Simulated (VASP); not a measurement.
# SnSe2: GW quasiparticle gap, part 5 of 5

How does the gap of SnSe2 change from the starting functional to GW? The cell is of the CdI2 type, one of the forms listed for this formula. The start is a cell from a database of measured crystal structures.

VASP 6.6.1, plane waves and PAW; the level of theory is named at each step.

So far, quasiparticle gap on the mesh (eV): step 5 (G0W0, ENCUTGW 80, bands in the sums 128) 1.18; step 7 (G0W0, ENCUTGW 120, bands in the sums 232) 1.19; step 9 (G0W0, ENCUTGW 160, bands in the sums 356) 1.22; step 11 (G0W0, ENCUTGW 200, bands in the sums 496) 1.22.

## (12) G0W0, one more run, ENCUTGW 150, bands in the sums 496

Level of this step: G0W0 on LDA; plane waves and PAW (Sn_d_GW, Se_GW) (VASP).

A run with a slip in its input follows, to show how it looks in the output.

File INCAR:

```
SYSTEM = SnSe2
PREC = Accurate
ENCUT = 300
ISMEAR = 0
SIGMA = 0.01
LREAL = .FALSE.
GGA = CA
NBANDS = 496
ALGO = EVGW0
NELMGW = 1
ENCUTGW = 150
NOMEGA = 48
PRECFOCK = Fast
NBANDSGW = 24
LWAVE = .FALSE.
LCHARG = .FALSE.
```

File POSCAR:

```
SnSe2
1.0
    3.8110000000      0.0000000000      0.0000000000
   -1.9055000000      3.3004228138      0.0000000000
    0.0000000000      0.0000000000      6.1360000000
Sn Se
1 2
Direct
    0.0000000000      0.0000000000      0.0000000000
    0.6666666667      0.3333333333      0.7425351585
    0.3333333333      0.6666666667      0.2574648415
```

File KPOINTS:

```
Automatic mesh
0
Gamma
6 6 4
0 0 0
```

The projector-augmented-wave data sets are Sn_d_GW and Se_GW (LDA family, release 64).

The run is started by

```
$ mpirun -np 4 vasp_std
```

What it wrote:

```text
[banner, memory and clock lines left out]
running    4 mpi-ranks, on    1 nodes
[...]
|                                                                             |
|           W    W    AA    RRRRR   N    N  II  N    N   GGGG   !!!           |
|           W    W   A  A   R    R  NN   N  II  NN   N  G    G  !!!           |
|           W    W  A    A  R    R  N N  N  II  N N  N  G       !!!           |
|           W WW W  AAAAAA  RRRRR   N  N N  II  N  N N  G  GGG   !            |
|           WW  WW  A    A  R   R   N   NN  II  N   NN  G    G                |
|           W    W  A    A  R    R  N    N  II  N    N   GGGG   !!!           |
|                                                                             |
|     The default for ENCUTGWSOFT is different in this version of VASP.       |
|     please manually set ENCUTGWSOFT =150 in the INCAR file.                 |
|                                                                             |

 LDA part: xc-table for (Slater(with rela. corr.)+CA(PZ))
 , standard interpolation
 found WAVECAR, reading the header
 POSCAR, INCAR and KPOINTS ok, starting setup
[...]
reading WAVECAR
 the WAVECAR file was read successfully
 initial charge from wavefunction
 available memory per node:    170.04 GB, setting MAXMEM to    174122

 The Fermi energy was updated, please check that it is located mid-gap
 values below the HOMO (VB) or above the LUMO (CB) will cause erroneous energies
 E-fermi :   3.5857

 calculate exact exchange contribution
|                                                                             |
|           W    W    AA    RRRRR   N    N  II  N    N   GGGG   !!!           |
|           W    W   A  A   R    R  NN   N  II  NN   N  G    G  !!!           |
|           W    W  A    A  R    R  N N  N  II  N N  N  G       !!!           |
|           W WW W  AAAAAA  RRRRR   N  N N  II  N  N N  G  GGG   !            |
|           WW  WW  A    A  R   R   N   NN  II  N   NN  G    G                |
|           W    W  A    A  R    R  N    N  II  N    N   GGGG   !!!           |
|                                                                             |
|     The derivative of the wavefunctions with respect to k (WAVEDER) can     |
|     not be found. You should redo the groundstate calculation using         |
|     LOPTICS=.TRUE. in order to write the WAVEDER dataset. However for       |
|     metals, the present setting is ok.                                      |
|                                                                             |

|                                                                             |
|           W    W    AA    RRRRR   N    N  II  N    N   GGGG   !!!           |
|           W    W   A  A   R    R  NN   N  II  NN   N  G    G  !!!           |
|           W    W  A    A  R    R  N N  N  II  N N  N  G       !!!           |
|           W WW W  AAAAAA  RRRRR   N  N N  II  N  N N  G  GGG   !            |
|           WW  WW  A    A  R   R   N   NN  II  N   NN  G    G                |
|           W    W  A    A  R    R  N    N  II  N    N   GGGG   !!!           |
|                                                                             |
|     Automatic setting of frequency mesh for GW failed. Frequency mesh       |
|     properly not suitable for determining QP energies. Consider             |
|     increasing number of kpoints.                                           |
|                                                                             |

energies w=
    0.000    0.000    0.586    0.000    1.169    0.000    1.748    0.000
    2.320    0.000    2.884    0.000    3.438    0.000    3.983    0.000
    4.517    0.000    5.041    0.000    5.556    0.000    6.062    0.000
    6.561    0.000    7.055    0.000    7.544    0.000    8.030    0.000
    8.516    0.000    9.004    0.000    9.495    0.000    9.992    0.000
   10.497    0.000   11.014    0.000   11.545    0.000   12.095    0.000
   12.666    0.000   13.264    0.000   13.894    0.000   14.562    0.000
   15.276    0.000   16.044    0.000   16.877    0.000   17.789    0.000
   18.798    0.000   19.922    0.000   21.190    0.000   22.637    0.000
   24.310    0.000   26.275    0.000   28.620    0.000   31.475    0.000
   35.033    0.000   39.592    0.000   45.647    0.000   54.070    0.000
   66.566    0.000   86.972    0.000  126.113    0.000  230.998    0.000
 responsefunction array rank=     336
 LDA part: xc-table for (Slater(with rela. corr.)+CA(PZ))
 , standard interpolation

 min. memory requirement per mpi rank    828.8 MB, per node   3315.0 MB

 allocating  12 responsefunctions rank=   336
 shmem allocating  48 responsefunctions rank=   336
 response function shared by NCSHMEM nodes    1
 Doing           12  frequencies on each core in blocks of           48
NQ=   1    0.0000    0.0000    0.0000,
|.........|.........|.........|.........|.........|.........|.........|.........
 performed       2379000 updates of chi_q(r,r)
 total number of BLAS operations       1865.13 Gflops
NQ=   2    0.1667   -0.0000    0.0000,
|.........|.........|.........|.........|.........|.........|.........|.........
 performed       6901000 updates of chi_q(r,r)
 total number of BLAS operations       5546.81 Gflops
NQ=   3    0.3333    0.0000    0.0000,
|.........|.........|.........|.........|.........|.........|.........|.........
 performed      11423000 updates of chi_q(r,r)
 total number of BLAS operations       9298.07 Gflops
NQ=   4    0.5000    0.0000    0.0000,
|.........|.........|.........|.........|.........|.........|.........|.........
 performed      14683000 updates of chi_q(r,r)
 total number of BLAS operations      12002.68 Gflops
NQ=   5    0.1667    0.1667    0.0000,
|.........|.........|.........|.........|.........|.........|.........|.........
 performed      19205000 updates of chi_q(r,r)
 total number of BLAS operations      15661.32 Gflops
NQ=   6    0.3333    0.1667    0.0000,
|.........|.........|.........|.........|.........|.........|.........|.........
 performed      24441000 updates of chi_q(r,r)
 total number of BLAS operations      20059.14 Gflops
NQ=   7    0.3333    0.3333    0.0000,
```

The job ended after 16 min (4 MPI ranks of AMD EPYC 7R43, shared host).

The run was cut off at its time limit.

The fault in the input: no derivatives of the orbitals. 

## (13) Summary

This step: GW series: G0W0 on LDA; plane waves and PAW (VASP 6.6.1).

Derived from the runs above.

This step gave:

| Quantity | Value |
| --- | --- |
| gap extrapolated to a complete basis | 1.249 eV |
| direct gap extrapolated to a complete basis | 1.630 eV |

Cost is wall time times ranks on a shared host, with the step that makes the empty bands. GW runs:

| level | bands | ENCUTGW (eV) | NOMEGA | k mesh | starting gap (eV) | quasiparticle gap (eV) | direct gap (eV) | cost (core minutes) |
| --- | --- | --- | --- | --- | --- | --- | --- | --- |
| G0W0 | 128 | 80 | 48 | 6x6x4 | 0.6662 | 1.175 | 1.582 | 50.51 |
| G0W0 | 232 | 120 | 48 | 6x6x4 | 0.6662 | 1.195 | 1.598 | 96.41 |
| G0W0 | 356 | 160 | 48 | 6x6x4 | 0.6662 | 1.215 | 1.612 | 168.1 |
| G0W0 | 496 | 200 | 48 | 6x6x4 | 0.6662 | 1.223 | 1.614 | 292.6 |

## (14) Summary of results

| Item | Value |
| --- | --- |
| G0W0 on LDA, 496 bands, ENCUTGW 200 eV, NOMEGA 48, mesh 6×6×4 | 0.666 → 1.223 eV |
| G0W0 on LDA, 128 bands, ENCUTGW 80 eV, NOMEGA 48, mesh 6×6×4 | 0.666 → 1.175 eV |
| gap at a complete basis (linear in ENCUTGW^-3/2) | 1.25 eV |

**Reading.** G0W0 gives a quasiparticle gap of 1.223 eV on the mesh, 0.56 eV over the LDA gap on the same mesh. On mesh and path the starting valence top lies at (0.091, 0.091, 0) and the conduction bottom at (0.5, 0, 0.318), so the starting gap is indirect. The GW mesh misses an edge: at the starting level the gap along the path is 0.19 eV smaller, and with that offset the quasiparticle gap would be about 1.03 eV. The steps of the series move the gap by +19, +21, +8 meV; the last costs 1.7 times the one before. The last step lies within a tolerance of 30 meV, picked for this account, and the last two together move the gap by +28 meV. Extrapolated from the last three points to a complete basis, the gap is 1.25 eV, +26 meV from the dearest run. The extrapolation removes the error of the response basis alone, at this mesh, ENCUT and data set. In Sn_d_GW the d shell is in the valence without all the semicore s and p states of the same shell; those stay frozen in the core, and how far that moves the GW gap wasn't tested here. Spin-orbit coupling is left out; with Sn and Se in the cell it can split or shift band edges, by an amount that depends on which atoms form them and isn't tested here. VASP warned that the automatic setting of its frequency mesh failed, and advised more k points, in all GW runs. Those values are in doubt. Not tabulated here, as repeats of values shown or as unfit to read for their mesh, reference level or band range: gaps (empty bands, relaxation); eps2 curves (empty bands); eps1 curves and static values (empty bands). The run with no derivatives of the orbitals reached its time limit and gave no result.

[Lines on the potential files, build, host, timing and source positions are cut from VASP's logs without a mark.]

[Logs are printed without paths, hosts, clocks, repeated set-up lines and the standing remarks that a program may print on its own settings, such as how far it seeks lower states.]

[Hosts, paths, dates, database ids (printed as entryN), source tags and the programs' standing remarks are cut or masked in the printed files.]

[Pressures printed for these runs are not shown converged in the cutoff: they can be off by several GPa and have the wrong sign.]
